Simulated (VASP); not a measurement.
These are PBEsol GGA, VASP's PBE PAW potentials (set 64) (plane waves; VASP) values and carry that method's errors.

VASP input:

POSCAR:
```
MoPt2
1
   -1.3827823223     1.9522983144     4.1291633021
    1.3827823223    -1.9522983144     4.1291633021
    1.3827823223     1.9522983144    -4.1291633021
Mo Pt
1 2
Direct
  0.0000000000   0.0000000000   0.0000000000
  0.6634272587   0.6634272587   0.0000000000
  0.3365727413   0.3365727413   0.0000000000
```

**KPOINTS**
```
kpoints
0
G
 12 12 12
0 0 0
```

**INCAR**
```
! general
SYSTEM =MoPt2
PREC   =Accurate
ENCUT  =400
LREAL  =.FALSE.
LASPH  =.TRUE.

! electronic loop
EDIFF  =1E-6
NELM   =100
ALGO   =Normal
LMAXMIX=6

! smearing
ISMEAR =1
SIGMA  =0.1

! functional
GGA    =PS

! ions
IBRION =2
NSW    =60
ISIF   =3
EDIFFG =-0.02

! output
LWAVE  =.FALSE.
LCHARG =.FALSE.
```

POTCAR, in this order: Mo_sv Pt (PBE.64 set). Program: vasp_std.

The resulting files:

File OUTCAR:
```
 ion  position               nearest neighbor table
   1  0.000  0.000  0.000-   2 2.75   2 2.75   3 2.75   2 2.75   3 2.75   3 2.75   2 2.75   3 2.75
                             2 2.78   3 2.78
   2  0.663  0.663  0.000-   3 2.70   1 2.75   1 2.75   1 2.75   1 2.75   1 2.78   3 2.79   3 2.79
                             3 2.79   3 2.79
   3  0.337  0.337  0.000-   2 2.70   1 2.75   1 2.75   1 2.75   1 2.75   1 2.78   2 2.79   2 2.79
                             2 2.79   2 2.79
  LATTYP: Found a body centered orthorhombic cell.
 ALAT       =     2.7655646446
 B/A-ratio  =     1.4118623611
 C/A-ratio  =     2.9861267645
 Subroutine PRICEL returns:
 Original cell was already a primitive cell.
 Subroutine GETGRP returns: Found  8 space group operations
The static configuration has the point symmetry D_2h.
The dynamic configuration has the point symmetry D_2h.
 Subroutine INISYM returns: Found  8 space group operations
 Subroutine IBZKPT returns following result:
 Found    280 irreducible k-points:

 Following reciprocal coordinates:
            Coordinates               Weight
  0.000000  0.000000  0.000000      1.000000
  0.083333 -0.000000  0.000000      4.000000
  0.166667 -0.000000  0.000000      4.000000
  0.250000  0.000000  0.000000      4.000000
  0.333333 -0.000000  0.000000      4.000000
  0.416667  0.000000  0.000000      4.000000
  0.500000  0.000000  0.000000      2.000000
 -0.000000  0.083333  0.000000      4.000000
  0.083333  0.083333  0.000000      8.000000
  0.166667  0.083333  0.000000      8.000000
  0.250000  0.083333  0.000000      8.000000
  0.333333  0.083333  0.000000      8.000000
  0.416667  0.083333  0.000000      8.000000
  0.500000  0.083333 -0.000000      8.000000
 -0.416667  0.083333  0.000000      8.000000
 -0.333333  0.083333 -0.000000      8.000000
 -0.250000  0.083333  0.000000      8.000000
 -0.166667  0.083333 -0.000000      8.000000
 -0.083333  0.083333  0.000000      4.000000
  0.000000  0.166667  0.000000      4.000000
  0.083333  0.166667  0.000000      8.000000
  0.166667  0.166667  0.000000      8.000000
  0.250000  0.166667  0.000000      8.000000
  0.333333  0.166667  0.000000      8.000000
  0.416667  0.166667 -0.000000      8.000000
  0.500000  0.166667  0.000000      8.000000
 -0.416667  0.166667  0.000000      8.000000
 -0.333333  0.166667 -0.000000      8.000000
 -0.250000  0.166667  0.000000      8.000000
 -0.166667  0.166667 -0.000000      4.000000
 -0.083333  0.166667 -0.000000      8.000000
  0.000000  0.250000  0.000000      4.000000
  0.083333  0.250000  0.000000      8.000000
  0.166667  0.250000  0.000000      8.000000
  0.250000  0.250000  0.000000      8.000000
  0.333333  0.250000  0.000000      8.000000
  0.416667  0.250000  0.000000      8.000000
  0.500000  0.250000 -0.000000      8.000000
 -0.416667  0.250000  0.000000      8.000000
 -0.333333  0.250000 -0.000000      8.000000
   k-points           NKPTS =    280   k-points in BZ     NKDIM =    280   number of bands    NBANDS=     21
   number of dos      NEDOS =    301   number of ions     NIONS =      3
   total plane-waves  NPLWV =  32768
   dimension x,y,z NGX =    32 NGY =   32 NGZ =   32
   dimension x,y,z NGXF=    64 NGYF=   64 NGZF=   64
   ions per type =               1   2
   PREC   = accura    normal or accurate (medium, high low for compatibility)
   ISTART =      0    job   : 0-new  1-cont  2-samecut
   ICHARG =      2    charge: 1-file 2-atom 10-const
   ISPIN  =      1    spin polarized calculation?
   LNONCOLLINEAR =      F non collinear calculations
   LSORBIT =      F    spin-orbit coupling
   INIWAV =      1    electr: 0-lowe 1-rand  2-diag
...
```

OSZICAR:
```
       N       E                     dE             d eps       ncg     rms          rms(c)
DAV:   1     0.207442233075E+03    0.20744E+03   -0.15874E+04 11792   0.132E+03
DAV:   2    -0.225470549970E+02   -0.22999E+03   -0.22096E+03 13486   0.359E+02
DAV:   3    -0.287628684499E+02   -0.62158E+01   -0.60792E+01 14017   0.552E+01
DAV:   4    -0.288386423190E+02   -0.75774E-01   -0.75651E-01 12789   0.580E+00
DAV:   5    -0.288397910951E+02   -0.11488E-02   -0.11486E-02 13883   0.661E-01    0.238E+01
DAV:   6    -0.271960524919E+02    0.16437E+01   -0.39071E+00 12090   0.162E+01    0.986E+00
DAV:   7    -0.271716007101E+02    0.24452E-01   -0.21446E+00 13236   0.106E+01    0.426E+00
DAV:   8    -0.269149009262E+02    0.25670E+00   -0.84219E-01 12956   0.756E+00    0.250E+00
DAV:   9    -0.269057816031E+02    0.91193E-02   -0.43982E-02 12949   0.188E+00    0.886E-01
DAV:  10    -0.269039287162E+02    0.18529E-02   -0.30996E-03 13265   0.519E-01    0.745E-02
DAV:  11    -0.269039198491E+02    0.88671E-05   -0.97775E-05 13571   0.808E-02    0.211E-02
DAV:  12    -0.269039207755E+02   -0.92634E-06   -0.12796E-05 12614   0.269E-02    0.101E-02
DAV:  13    -0.269039208882E+02   -0.11268E-06   -0.65244E-07  6900   0.734E-03
   1 F= -.26903921E+02 E0= -.26903888E+02  d E =-.269039E+02
       N       E                     dE             d eps       ncg     rms          rms(c)
DAV:   1    -0.269236303264E+02   -0.19710E-01   -0.94061E-01 11800   0.805E+00    0.828E-01
DAV:   2    -0.269089896111E+02    0.14641E-01   -0.23354E-02 12529   0.124E+00    0.378E-01
DAV:   3    -0.269062700123E+02    0.27196E-02   -0.12049E-02 13122   0.900E-01    0.296E-01
DAV:   4    -0.269049740922E+02    0.12959E-02   -0.36502E-03 13000   0.496E-01    0.947E-02
DAV:   5    -0.269049610624E+02    0.13030E-04   -0.26678E-04 13038   0.126E-01    0.321E-02
DAV:   6    -0.269049545102E+02    0.65522E-05   -0.17466E-05 12546   0.338E-02    0.159E-02
DAV:   7    -0.269049545658E+02   -0.55561E-07   -0.17780E-06  8440   0.108E-02
   2 F= -.26904955E+02 E0= -.26904909E+02  d E =-.103368E-02
       N       E                     dE             d eps       ncg     rms          rms(c)
DAV:   1    -0.269075233138E+02   -0.25688E-02   -0.10916E-01 11790   0.275E+00    0.282E-01
DAV:   2    -0.269058055694E+02    0.17177E-02   -0.27357E-03 12498   0.424E-01    0.129E-01
DAV:   3    -0.269054916864E+02    0.31388E-03   -0.13977E-03 13148   0.306E-01    0.995E-02
DAV:   4    -0.269053410147E+02    0.15067E-03   -0.41727E-04 13035   0.168E-01    0.320E-02
DAV:   5    -0.269053379253E+02    0.30895E-05   -0.31678E-05 13056   0.434E-02    0.113E-02
DAV:   6    -0.269053371833E+02    0.74196E-06   -0.19551E-06  7798   0.118E-02
   3 F= -.26905337E+02 E0= -.26905302E+02  d E =-.141630E-02
       N       E                     dE             d eps       ncg     rms          rms(c)
DAV:   1    -0.269100447182E+02   -0.47068E-02   -0.18109E-01 11760   0.383E+00    0.588E-01
DAV:   2    -0.269057440759E+02    0.43006E-02   -0.10055E-02 12045   0.873E-01    0.183E-01
DAV:   3    -0.269053040319E+02    0.44004E-03   -0.24828E-03 13348   0.386E-01    0.106E-01
DAV:   4    -0.269052146442E+02    0.89388E-04   -0.31803E-04 12986   0.150E-01    0.707E-02
DAV:   5    -0.269052071623E+02    0.74819E-05   -0.57345E-05 12725   0.588E-02    0.126E-02
DAV:   6    -0.269052057011E+02    0.14611E-05   -0.11814E-05 13218   0.264E-02    0.580E-03
DAV:   7    -0.269052053391E+02    0.36200E-06   -0.40557E-07  6190   0.577E-03
   4 F= -.26905205E+02 E0= -.26905166E+02  d E =0.131844E-03
       N       E                     dE             d eps       ncg     rms          rms(c)
DAV:   1    -0.269071484231E+02   -0.19427E-02   -0.63573E-02 11760   0.227E+00    0.352E-01
DAV:   2    -0.269056396146E+02    0.15088E-02   -0.35150E-03 12055   0.516E-01    0.108E-01
DAV:   3    -0.269054883651E+02    0.15125E-03   -0.88192E-04 13344   0.230E-01    0.649E-02
DAV:   4    -0.269054559807E+02    0.32384E-04   -0.11711E-04 12974   0.912E-02    0.424E-02
DAV:   5    -0.269054584797E+02   -0.24990E-05   -0.19945E-05 12755   0.347E-02    0.733E-03
DAV:   6    -0.269054583289E+02    0.15081E-06   -0.39272E-06 10646   0.154E-02
   5 F= -.26905458E+02 E0= -.26905423E+02  d E =-.121146E-03
       N       E                     dE             d eps       ncg     rms          rms(c)
DAV:   1    -0.269061533449E+02   -0.69487E-03   -0.34520E-02 11800   0.159E+00    0.188E-01
DAV:   2    -0.269055886858E+02    0.56466E-03   -0.10540E-03 12370   0.275E-01    0.691E-02
DAV:   3    -0.269054728564E+02    0.11583E-03   -0.30609E-04 13366   0.138E-01    0.271E-02
DAV:   4    -0.269054724837E+02    0.37270E-06   -0.23508E-05 12704   0.362E-02    0.986E-03
DAV:   5    -0.269054715438E+02    0.93994E-06   -0.48784E-06 12361   0.180E-02
   6 F= -.26905472E+02 E0= -.26905435E+02  d E =-.132149E-04
       N       E                     dE             d eps       ncg     rms          rms(c)
DAV:   1    -0.269056518997E+02   -0.17942E-03   -0.75846E-03 11805   0.744E-01    0.888E-02
DAV:   2    -0.269055275378E+02    0.12436E-03   -0.23420E-04 12355   0.130E-01    0.325E-02
DAV:   3    -0.269055012355E+02    0.26302E-04   -0.67720E-05 13455   0.655E-02    0.128E-02
DAV:   4    -0.269055005819E+02    0.65364E-06   -0.63305E-06 13270   0.193E-02
   7 F= -.26905501E+02 E0= -.26905465E+02  d E =-.422530E-04
```

### OUTCAR
```
------------------------ aborting loop because EDIFF is reached ----------------------------------------
  FORCE on cell =-STRESS in cart. coord.  units (eV):
  Direction    XX          YY          ZZ          XY          YZ          ZX
  --------------------------------------------------------------------------------------
  Total        0.0049669      0.0020040      0.0111480     -0.0000000      0.0000000      0.0000000
  in kB        0.1786114      0.0720659      0.4008858     -0.0000000      0.0000000      0.0000000
  external PRESSURE =       0.2171877 kB  Pullay stress =       0.0000000 kB
  volume of cell :       44.55
      direct lattice vectors                 reciprocal lattice vectors
    -1.375791599  1.959574634  4.131527245     0.000000000  0.255157416  0.121020623
     1.375791599 -1.959574634  4.131527245     0.363427136  0.000000000  0.121020623
     1.375791599  1.959574634 -4.131527245     0.363427136  0.255157416  0.000000000
 POSITION                                       TOTAL-FORCE (eV/Angst)
 -----------------------------------------------------------------------------------
      0.00000     -0.00000      0.00000        -0.000000     -0.000000     -0.000000
      0.00000      0.00000      5.48106        -0.000000     -0.000000      0.006531
      0.00000      0.00000      2.78199         0.000000      0.000000     -0.006531
 -----------------------------------------------------------------------------------
    total drift:                               -0.000000      0.000000     -0.000000
  FREE ENERGIE OF THE ION-ELECTRON SYSTEM (eV)
  ---------------------------------------------------
  free  energy   TOTEN  =       -26.9055005819 eV

  energy  without entropy=      -26.9053934096  energy(sigma->0) =      -26.90546486

 reached required accuracy - stopping structural energy minimisation
```
(Selected blocks of OUTCAR.)

### CONTCAR
```
MoPt2
   1.00000000000000
    -1.3757915991592136    1.9595746343577665    4.1315272448073372
     1.3757915991592136   -1.9595746343577665    4.1315272448073372
     1.3757915991592136    1.9595746343577665   -4.1315272448073372
  Mo              Pt
     1     2
Direct
     0.0000000000000000    0.0000000000000000    0.0000000000000000
     0.6633215758874362    0.6633215758874362    0.0000000000000000
     0.3366784241125639    0.3366784241125639    0.0000000000000000
```

The compound is MoPt2 in the sg71 structure. This run relaxes it. Symmetry was kept, so distortions that lower it aren't found. The start is the result of an earlier pass.
